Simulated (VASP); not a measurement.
Set up this calculation in VASP 6.6.1, as the native input.

| Property | Result |
| --- | --- |
| Task | relaxation of cell and atoms |
| Functional | PBEsol |
| Potentials or basis | VASP PAW PBE potentials, release 64 (Zn, S, Se) |
| Cutoff | 600 eV |
| k mesh | 6 × 6 × 6 |
| Occupations | gaussian, width 0.03 eV |
| Spin | no spin polarisation |
| Further INCAR settings | ALGO = Normal; EDIFF = 1e-07; IBRION = 2; EDIFFG = -0.005; NSW = 90; ISIF = 3 |

The structure of Zn4Se3S lies in POSCAR:

```
Zn4Se3S                                 
1.0
    5.5705154551      0.0000000000     -0.0000000000
    0.0000000000     -5.5705154551      0.0000000000
   -0.0000000000     -0.0000000000     -5.5705154551
  Zn              S               Se            
     4     1     3
Direct
     0.0067736433750215    0.4932263566249786    0.4932263566249786
     0.4932263566249786    0.0067736433750215    0.4932263566249786
     0.4932263566249786    0.4932263566249786    0.0067736433750215
     0.0067736433750215    0.0067736433750215    0.0067736433750215
     0.2500000000000000    0.2500000000000000    0.2500000000000000
     0.7500000000000000    0.7500000000000000    0.2500000000000000
     0.7500000000000000    0.2500000000000000    0.7500000000000000
     0.2500000000000000    0.7500000000000000    0.7500000000000000
```

The cell was built by a generator and needn't be a form met in nature.

The input as run:

INCAR

```
ALGO     = Normal         # electronic algorithm
EDIFF    = 1E-7           # SCF threshold, eV
EDIFFG   = -0.005         # ionic threshold
ENCUT    = 600            # plane-wave cutoff, eV
GGA      = PS             # functional
IBRION   = 2              # ionic algorithm
ISIF     = 3              # what is computed and relaxed
ISMEAR   = 0              # smearing method
KPAR     = 2            
LASPH    = T              # aspherical terms in the spheres
LCHARG   = F              # write CHGCAR
LREAL    = F              # projectors in reciprocal space
LWAVE    = F              # write WAVECAR
NELM     = 80             # most SCF steps
NSW      = 90             # ionic steps
PREC     = Accurate       # precision mode
SIGMA    = 0.03           # smearing width, eV
```

KPOINTS

```
k-points
0
Gamma
  6 6 6
```

Potentials or basis: VASP PAW PBE potentials, release 64 (Zn, S, Se).

Launch:

```bash
$ cat potpaw_PBE.64/Zn/POTCAR potpaw_PBE.64/S/POTCAR potpaw_PBE.64/Se/POTCAR > POTCAR
$ mpirun -np 2 vasp_std > vasp.out
```

It gave:

```yaml
Pressure_after_relaxing: 0.0 GPa
Band_gap_on_the_k_mesh: 1.38 eV, direct
```

Caveat: the relaxation stopped at its first step, so nothing moved; the PAW data sets were made with another functional, which shifts forces and pressure a little.

Wall time 72 s on 2 MPI ranks on Intel(R) Xeon(R) Platinum 8488C (Sapphire Rapids), with other jobs on the host, peak memory 0.41 GiB a rank.
